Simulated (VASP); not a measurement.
Level of theory: r2SCAN meta-GGA, VASP's PBE PAW potentials (set 64) (plane waves; VASP 6.6.1).

A VASP calculation is set up with these files.

File POSCAR:
```
RhI3
1.0
  3.3738207258  -5.8291084946   0.0053501192
  3.3738207258   5.8291084946   0.0053501192
 -2.0487270522   0.0000000000   6.5878090768
Rh I
2 6
Direct
  0.8330178928   0.1669821072   1.0000000000
  0.1669821072   0.8330178928   1.0000000000
  0.9204777262   0.5679870064   0.2259596250
  0.0795222738   0.4320129936   0.7740403750
  0.4320129936   0.0795222738   0.7740403750
  0.5679870064   0.9204777262   0.2259596250
  0.2164746932   0.2164746932   0.2258826737
  0.7835253068   0.7835253068   0.7741173263
```

**KPOINTS**
```
Regular mesh
0
Gamma
 4 4 3
```

**INCAR**
```
# general
SYSTEM =RhI3
PREC   =Accurate
ENCUT  =400
LREAL  =F
LASPH  =T

# electronic loop
EDIFF  =1E-6
NELM   =100
ALGO   =Normal
LMAXMIX=4
LMIXTAU=T

# smearing
ISMEAR =0
SIGMA  =0.05

# functional
METAGGA=R2SCAN

# ions
IBRION =2
NSW    =60
ISIF   =3
EDIFFG =-0.02

# output
LWAVE  =F
LCHARG =F
```

POTCAR, in this order: Rh_pv I (PBE.64 set). Program: vasp_std.

What VASP printed:

File OUTCAR:
```
 ion  position               nearest neighbor table
   1  0.833  0.167  0.000-   3 2.64   5 2.64   7 2.65   8 2.65   4 2.65   6 2.65
   2  0.167  0.833  0.000-   4 2.64   6 2.64   7 2.65   8 2.65   5 2.65   3 2.65
   3  0.920  0.568  0.226-   1 2.64   2 2.65
   4  0.080  0.432  0.774-   2 2.64   1 2.65
   5  0.432  0.080  0.774-   1 2.64   2 2.65
   6  0.568  0.920  0.226-   2 2.64   1 2.65
   7  0.216  0.216  0.226-   1 2.65   2 2.65
   8  0.784  0.784  0.774-   1 2.65   2 2.65
  LATTYP: Found a base centered monoclinic cell.
 ALAT       =     6.7476499357
 B/A-ratio  =     1.7277447853
 C/A-ratio  =     1.0224333702
 COS(beta)  =    -0.2954444227
 Subroutine PRICEL returns:
 Original cell was already a primitive cell.
 Subroutine GETGRP returns: Found  4 space group operations
The static configuration has the point symmetry C_2h.
The dynamic configuration has the point symmetry C_2h.
 Subroutine INISYM returns: Found  4 space group operations
 Subroutine IBZKPT returns following result:
 Found     17 irreducible k-points:

 Following reciprocal coordinates:
            Coordinates               Weight
  0.000000  0.000000  0.000000      1.000000
  0.250000  0.000000  0.000000      4.000000
  0.500000  0.000000  0.000000      2.000000
  0.250000  0.250000  0.000000      2.000000
  0.500000  0.250000 -0.000000      4.000000
 -0.250000  0.250000  0.000000      2.000000
  0.500000  0.500000  0.000000      1.000000
  0.000000  0.000000  0.333333      2.000000
  0.250000  0.000000  0.333333      4.000000
  0.500000  0.000000  0.333333      4.000000
 -0.250000  0.000000  0.333333      4.000000
  0.250000  0.250000  0.333333      2.000000
  0.500000  0.250000  0.333333      4.000000
 -0.250000  0.250000  0.333333      4.000000
  0.500000  0.500000  0.333333      2.000000
...
```

File OSZICAR:
```
...
DAV:   4    -0.198512278752E+03   -0.77602E-02   -0.59708E-01  1528   0.349E+00    0.265E+00
DAV:   5    -0.198464266678E+03    0.48012E-01   -0.18495E-01  1526   0.318E+00    0.145E+00
DAV:   6    -0.198457399698E+03    0.68670E-02   -0.12612E-01  1510   0.277E+00    0.539E-01
DAV:   7    -0.198483958521E+03   -0.26559E-01   -0.25247E-02  1513   0.942E-01    0.629E-01
DAV:   8    -0.198483887879E+03    0.70641E-04   -0.51003E-04  1753   0.123E-01    0.559E-01
DAV:   9    -0.198481965757E+03    0.19221E-02   -0.31119E-03  1519   0.434E-01    0.153E-01
DAV:  10    -0.198484036875E+03   -0.20711E-02   -0.19097E-03  1501   0.356E-01    0.535E-02
DAV:  11    -0.198484057404E+03   -0.20529E-04   -0.10857E-04  1555   0.434E-02    0.434E-02
DAV:  12    -0.198484075006E+03   -0.17603E-04   -0.13217E-05  1546   0.300E-02    0.442E-02
DAV:  13    -0.198484095128E+03   -0.20122E-04   -0.94171E-05  1528   0.442E-02    0.662E-02
DAV:  14    -0.198484095042E+03    0.86389E-07   -0.13027E-05  1522   0.192E-02    0.567E-02
DAV:  15    -0.198484094872E+03    0.17024E-06   -0.41286E-07   863   0.440E-03
   2 F= -.19848409E+03 E0= -.19848409E+03  d E =-.951766E-02
       N       E                     dE             d eps       ncg     rms          rms(c)
DAV:   1    -0.199563635486E+03   -0.10795E+01   -0.17670E+01  1528   0.307E+01    0.807E+00
DAV:   2    -0.198945659572E+03    0.61798E+00   -0.62100E+00  1498   0.218E+01    0.465E+00
DAV:   3    -0.198550708622E+03    0.39495E+00   -0.90633E-01  1477   0.955E+00    0.133E+00
DAV:   4    -0.198546596708E+03    0.41119E-02   -0.26706E-01  1525   0.189E+00    0.974E-01
DAV:   5    -0.198544974760E+03    0.16219E-02   -0.21185E-02  1501   0.124E+00    0.739E-01
DAV:   6    -0.198534932409E+03    0.10042E-01   -0.20977E-02  1522   0.713E-01    0.276E-01
DAV:   7    -0.198543914450E+03   -0.89820E-02   -0.13282E-02  1513   0.689E-01    0.722E-02
DAV:   8    -0.198544990353E+03   -0.10759E-02   -0.18658E-03  1537   0.249E-01    0.499E-02
DAV:   9    -0.198545266012E+03   -0.27566E-03   -0.17991E-04  1566   0.885E-02    0.260E-02
DAV:  10    -0.198545310191E+03   -0.44179E-04   -0.86819E-05  1525   0.508E-02    0.143E-02
DAV:  11    -0.198545325246E+03   -0.15055E-04   -0.14512E-05  1525   0.279E-02    0.591E-03
DAV:  12    -0.198545326036E+03   -0.79070E-06   -0.15558E-06   880   0.983E-03
   3 F= -.19854533E+03 E0= -.19854533E+03  d E =-.707488E-01
       N       E                     dE             d eps       ncg     rms          rms(c)
DAV:   1    -0.198553000516E+03   -0.76753E-02   -0.20951E-01  1495   0.297E+00    0.581E-01
DAV:   2    -0.198550201850E+03    0.27987E-02   -0.39463E-02  1507   0.182E+00    0.369E-01
DAV:   3    -0.198548337156E+03    0.18647E-02   -0.48685E-03  1498   0.701E-01    0.105E-01
DAV:   4    -0.198548206889E+03    0.13027E-03   -0.15436E-03  1543   0.156E-01    0.590E-02
DAV:   5    -0.198548200697E+03    0.61916E-05   -0.20454E-04  1525   0.119E-01    0.515E-02
DAV:   6    -0.198548142595E+03    0.58102E-04   -0.12852E-04  1510   0.689E-02    0.230E-02
DAV:   7    -0.198548199807E+03   -0.57212E-04   -0.62446E-05  1510   0.489E-02    0.107E-02
DAV:   8    -0.198548199986E+03   -0.17835E-06   -0.80735E-06  1549   0.152E-02
   4 F= -.19854820E+03 E0= -.19854820E+03  d E =-.287395E-02
       N       E                     dE             d eps       ncg     rms          rms(c)
DAV:   1    -0.198595817262E+03   -0.47617E-01   -0.18811E+00  1495   0.891E+00    0.174E+00
DAV:   2    -0.198571266204E+03    0.24551E-01   -0.35666E-01  1510   0.551E+00    0.112E+00
DAV:   3    -0.198554229739E+03    0.17036E-01   -0.43735E-02  1498   0.209E+00    0.318E-01
DAV:   4    -0.198553041934E+03    0.11878E-02   -0.13659E-02  1543   0.469E-01    0.171E-01
DAV:   5    -0.198552986916E+03    0.55018E-04   -0.19388E-03  1522   0.368E-01    0.148E-01
DAV:   6    -0.198552550352E+03    0.43656E-03   -0.11350E-03  1513   0.209E-01    0.668E-02
DAV:   7    -0.198553045887E+03   -0.49554E-03   -0.52368E-04  1513   0.142E-01    0.330E-02
DAV:   8    -0.198553057908E+03   -0.12021E-04   -0.68767E-05  1549   0.444E-02    0.115E-02
DAV:   9    -0.198553068643E+03   -0.10735E-04   -0.12635E-05  1516   0.283E-02    0.620E-03
DAV:  10    -0.198553069368E+03   -0.72516E-06   -0.38807E-06  1392   0.146E-02
   5 F= -.19855307E+03 E0= -.19855307E+03  d E =-.774333E-02
       N       E                     dE             d eps       ncg     rms          rms(c)
DAV:   1    -0.198558861268E+03   -0.57926E-02   -0.23826E-01  1495   0.317E+00    0.619E-01
DAV:   2    -0.198555702097E+03    0.31592E-02   -0.44600E-02  1510   0.194E+00    0.392E-01
DAV:   3    -0.198553592044E+03    0.21101E-02   -0.54881E-03  1495   0.748E-01    0.112E-01
DAV:   4    -0.198553443007E+03    0.14904E-03   -0.17591E-03  1543   0.167E-01    0.630E-02
DAV:   5    -0.198553436353E+03    0.66536E-05   -0.23421E-04  1522   0.127E-01    0.548E-02
DAV:   6    -0.198553370962E+03    0.65391E-04   -0.14558E-04  1513   0.734E-02    0.245E-02
DAV:   7    -0.198553436308E+03   -0.65346E-04   -0.69905E-05  1519   0.518E-02    0.114E-02
DAV:   8    -0.198553436577E+03   -0.26856E-06   -0.90332E-06  1549   0.161E-02
   6 F= -.19855344E+03 E0= -.19855344E+03  d E =-.811054E-02
       N       E                     dE             d eps       ncg     rms          rms(c)
DAV:   1    -0.198571658808E+03   -0.18223E-01   -0.72207E-01  1465   0.499E+00    0.990E-01
DAV:   2    -0.198560366669E+03    0.11292E-01   -0.91335E-02  1516   0.275E+00    0.614E-01
DAV:   3    -0.198555744176E+03    0.46225E-02   -0.12289E-02  1510   0.111E+00    0.226E-01
DAV:   4    -0.198554865823E+03    0.87835E-03   -0.56018E-03  1598   0.332E-01    0.105E-01
DAV:   5    -0.198554880835E+03   -0.15012E-04   -0.69156E-04  1572   0.210E-01    0.864E-02
DAV:   6    -0.198554827696E+03    0.53139E-04   -0.28843E-04  1522   0.118E-01    0.318E-02
DAV:   7    -0.198554890353E+03   -0.62657E-04   -0.15288E-04  1534   0.766E-02    0.198E-02
DAV:   8    -0.198554918999E+03   -0.28646E-04   -0.44225E-05  1534   0.393E-02    0.700E-03
DAV:   9    -0.198554921205E+03   -0.22057E-05   -0.95254E-06  1531   0.227E-02    0.277E-03
DAV:  10    -0.198554925095E+03   -0.38904E-05   -0.34592E-06  1363   0.133E-02    0.210E-03
DAV:  11    -0.198554925608E+03   -0.51294E-06   -0.28778E-07   824   0.375E-03
   7 F= -.19855493E+03 E0= -.19855493E+03  d E =-.148903E-02
       N       E                     dE             d eps       ncg     rms          rms(c)
DAV:   1    -0.198554967360E+03   -0.42265E-04   -0.16372E-03  1471   0.237E-01    0.471E-02
DAV:   2    -0.198554940861E+03    0.26498E-04   -0.20730E-04  1513   0.131E-01    0.293E-02
DAV:   3    -0.198554930117E+03    0.10744E-04   -0.28107E-05  1501   0.533E-02    0.108E-02
DAV:   4    -0.198554927950E+03    0.21667E-05   -0.12761E-05  1601   0.167E-02    0.513E-03
DAV:   5    -0.198554928508E+03   -0.55798E-06   -0.14387E-06   812   0.101E-02
   8 F= -.19855493E+03 E0= -.19855493E+03  d E =-.149193E-02
       N       E                     dE             d eps       ncg     rms          rms(c)
DAV:   1    -0.198562036191E+03   -0.71082E-02   -0.37588E-01  1465   0.343E+00    0.630E-01
DAV:   2    -0.198557248369E+03    0.47878E-02   -0.29594E-02  1507   0.148E+00    0.365E-01
DAV:   3    -0.198555922451E+03    0.13259E-02   -0.44170E-03  1531   0.636E-01    0.159E-01
DAV:   4    -0.198555511726E+03    0.41072E-03   -0.21881E-03  1575   0.211E-01    0.728E-02
DAV:   5    -0.198555518295E+03   -0.65684E-05   -0.24679E-04  1729   0.106E-01    0.484E-02
DAV:   6    -0.198555518145E+03    0.15008E-06   -0.11389E-04  1531   0.793E-02    0.164E-02
DAV:   7    -0.198555522167E+03   -0.40226E-05   -0.56637E-05  1528   0.467E-02    0.111E-02
DAV:   8    -0.198555540961E+03   -0.18794E-04   -0.20203E-05  1531   0.275E-02    0.294E-03
DAV:   9    -0.198555541584E+03   -0.62264E-06   -0.34652E-06  1353   0.127E-02
   9 F= -.19855554E+03 E0= -.19855554E+03  d E =-.613076E-03
```

File OUTCAR:
```
------------------------ aborting loop because EDIFF is reached ----------------------------------------
  FORCE on cell =-STRESS in cart. coord.  units (eV):
  Direction    XX          YY          ZZ          XY          YZ          ZX
  --------------------------------------------------------------------------------------
  Total        0.0536914     -0.0060444      0.0129251      0.0000000      0.0000000     -0.0271589
  in kB        0.3154188     -0.0355087      0.0759303      0.0000000      0.0000000     -0.1595492
  external PRESSURE =       0.1186135 kB  Pullay stress =       0.0000000 kB
  volume of cell :      272.73
      direct lattice vectors                 reciprocal lattice vectors
     3.425753195 -5.937351339  0.001188421     0.145937532 -0.084212635  0.045466417
     3.425753195  5.937351339  0.001188421     0.145937532  0.084212635  0.045466417
    -2.088459454  0.000000000  6.703510886    -0.000051745  0.000000000  0.149159441
 POSITION                                       TOTAL-FORCE (eV/Angst)
 -----------------------------------------------------------------------------------
      3.42575     -3.95799      0.00119        -0.000000     -0.010973      0.000000
      3.42575      3.95799      0.00119         0.000000      0.010973      0.000000
      4.64151     -2.11281      1.50762        -0.002128      0.011134     -0.006339
      0.12153      2.11281      5.19827         0.002128     -0.011134      0.006339
      0.12153     -2.11281      5.19827         0.002128      0.011134      0.006339
      4.64151      2.11281      1.50762        -0.002128     -0.011134     -0.006339
      0.98639      0.00000      1.51915        -0.002336      0.000000     -0.016126
      3.77665      0.00000      5.18674         0.002336      0.000000      0.016126
 -----------------------------------------------------------------------------------
    total drift:                                0.000000      0.000000     -0.000000
  FREE ENERGIE OF THE ION-ELECTRON SYSTEM (eV)
  ---------------------------------------------------
  free  energy   TOTEN  =      -198.5555415840 eV

  energy  without entropy=     -198.5555415840  energy(sigma->0) =     -198.55554158

 reached required accuracy - stopping structural energy minimisation
```
(Selected blocks of OUTCAR.)

CONTCAR:
```
RhI3
   1.00000000000000
     3.4257531949096465   -5.9373513391481394    0.0011884209760126
     3.4257531949096465    5.9373513391481394    0.0011884209760126
    -2.0884594544440800    0.0000000000000000    6.7035108855849348
  Rh              I
     2     6
Direct
     0.8333131468532111    0.1666868531467887    0.0000000000000000
     0.1666868531467887    0.8333131468532111    0.0000000000000000
     0.9238421066314347    0.5679921010977669    0.2246355368426749
     0.0761578933685653    0.4320078989022331    0.7753644631573252
     0.4320078989022331    0.0761578933685653    0.7753644631573252
     0.5679921010977669    0.9238421066314347    0.2246355368426749
     0.2130218017897438    0.2130218017897438    0.2265439448294387
     0.7869781982102563    0.7869781982102563    0.7734560551705613
```

Energy and stress use the plane-wave basis of the starting cell.

The structure comes from a computed database's RhI3 entry (C2/m); how it stands against other phases isn't given here. This run relaxes it. Symmetry was kept, so distortions that lower it aren't found. The start is the result of an earlier pass.
